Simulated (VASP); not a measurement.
Output of a VASP run:

### OSZICAR
```
       N       E                     dE             d eps       ncg     rms          rms(c)
DAV:   1     0.822207220290E+02    0.82221E+02   -0.94388E+03   754   0.193E+03
DAV:   2    -0.262145950072E+01   -0.84842E+02   -0.81827E+02   809   0.334E+02
DAV:   3    -0.915786605469E+01   -0.65364E+01   -0.65032E+01   974   0.770E+01
DAV:   4    -0.926400768046E+01   -0.10614E+00   -0.10610E+00   826   0.108E+01
DAV:   5    -0.926599603331E+01   -0.19884E-02   -0.19881E-02   944   0.133E+00    0.314E+00
DAV:   6    -0.908724459942E+01    0.17875E+00   -0.28105E-01  1190   0.121E+01    0.187E+00
DAV:   7    -0.904921914665E+01    0.38025E-01   -0.79622E-02  1113   0.278E+00    0.546E-01
DAV:   8    -0.904732413856E+01    0.18950E-02   -0.10479E-02   894   0.148E+00    0.121E-01
DAV:   9    -0.904747112284E+01   -0.14698E-03   -0.81804E-04   905   0.395E-01    0.425E-02
DAV:  10    -0.904749552529E+01   -0.24402E-04   -0.61365E-05  1059   0.956E-02    0.226E-02
DAV:  11    -0.904751388231E+01   -0.18357E-04   -0.22873E-05   849   0.571E-02    0.249E-03
DAV:  12    -0.904751392719E+01   -0.44873E-07   -0.92316E-07   920   0.175E-02
   1 F= -.90475139E+01 E0= -.90475139E+01  d E =-.178193E-12
```

File OUTCAR:
```
------------------------ aborting loop because EDIFF is reached ----------------------------------------
  FORCE on cell =-STRESS in cart. coord.  units (eV):
  Direction    XX          YY          ZZ          XY          YZ          ZX
  --------------------------------------------------------------------------------------
  Total        1.3211000      1.3211000      1.3211000      0.0000000      0.0000000      0.0000000
  in kB       49.6039573     49.6039573     49.6039573      0.0000000      0.0000000      0.0000000
  external PRESSURE =      49.6039573 kB  Pullay stress =       0.0000000 kB
  volume of cell :       42.67
      direct lattice vectors                 reciprocal lattice vectors
     0.000000000  2.773532894  2.773532894    -0.180275489  0.180275489  0.180275489
     2.773532894  0.000000000  2.773532894     0.180275489 -0.180275489  0.180275489
     2.773532894  2.773532894  0.000000000     0.180275489  0.180275489 -0.180275489
  FREE ENERGIE OF THE ION-ELECTRON SYSTEM (eV)
  ---------------------------------------------------
  free  energy   TOTEN  =        -9.0475139272 eV

  energy  without entropy=       -9.0475139272  energy(sigma->0) =       -9.04751393
```
(Selected blocks of OUTCAR.)

File POSCAR:
```
GaAs
1
    0.0000000000     2.7735328937     2.7735328937
    2.7735328937     0.0000000000     2.7735328937
    2.7735328937     2.7735328937     0.0000000000
Ga As
1 1
Direct
  0.0000000000   0.0000000000   0.0000000000
  0.2500000000   0.2500000000   0.2500000000
```

Question: Write an INCAR and KPOINTS that could have produced this output.

Answer: One answer among several that fit: the input of the run itself, PBEsol GGA, plane waves, VASP's PBE PAW potentials (set 64).

KPOINTS:
```
Automatic mesh
0
Gamma
8 8 8
0 0 0
```

INCAR:
```
# general
SYSTEM  = GaAs
PREC    = Accurate
ENCUT   = 520   # plane-wave cut-off (eV)
LREAL   = .FALSE.   # projection in real space or not
LASPH   = .TRUE.   # aspherical one-centre terms

# electronic loop
EDIFF   = 1E-7
NELM    = 100   # most electronic steps
ALGO    = Normal   # blocked Davidson
LMAXMIX = 4

# smearing
ISMEAR  = 0
SIGMA   = 0.05

# functional
GGA     = PS   # PBEsol

# ions
ISIF    = 2

# output
LWAVE   = .FALSE.
LCHARG  = .FALSE.
```

POTCAR, in this order: Ga_d As (PBE.64 set). Program: vasp_std.

The compound is GaAs in the zinc blende structure. This cell is one point of a volume scan, at 0.94 of the reference volume.
